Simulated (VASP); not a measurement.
Here is the system:

```
CELL_PARAMETERS angstrom
      4.15258     0.00000     0.00000
      0.00000     4.15258     0.00000
      0.00000     0.00000     4.15258
ATOMIC_POSITIONS crystal
  La 0.00000 0.00000 0.00000
  B  0.80016 0.50000 0.50000
  B  0.50000 0.19984 0.50000
  B  0.50000 0.80016 0.50000
  B  0.19984 0.50000 0.50000
  B  0.50000 0.50000 0.80016
  B  0.50000 0.50000 0.19984
```

Level of theory: r2SCAN meta-GGA, VASP's PBE PAW potentials (set 64) (plane waves; VASP). Run with 520 eV cut-off, 8×8×8 Γ-centred mesh, tetrahedra with Blöchl corrections, potentials La B.

The cores are frozen, which limits the accuracy of field gradients.

**Question.** Give the principal components of the electric field gradient (V/Å²) and the asymmetry η at each nucleus.

**Answer.** 
```
atom  Vxx  Vyy    Vzz     η
----  ---  ---  -----  ----
La1   0.0  0.0    0.0     -
B2    6.3  6.3  -12.7  0.00
B3    6.3  6.3  -12.7  0.00
B4    6.3  6.3  -12.7  0.00
B5    6.3  6.3  -12.7  0.00
B6    6.3  6.3  -12.7  0.00
B7    6.3  6.3  -12.7  0.00
```

The compound is LaB6 in the cab6 structure. It was relaxed first.
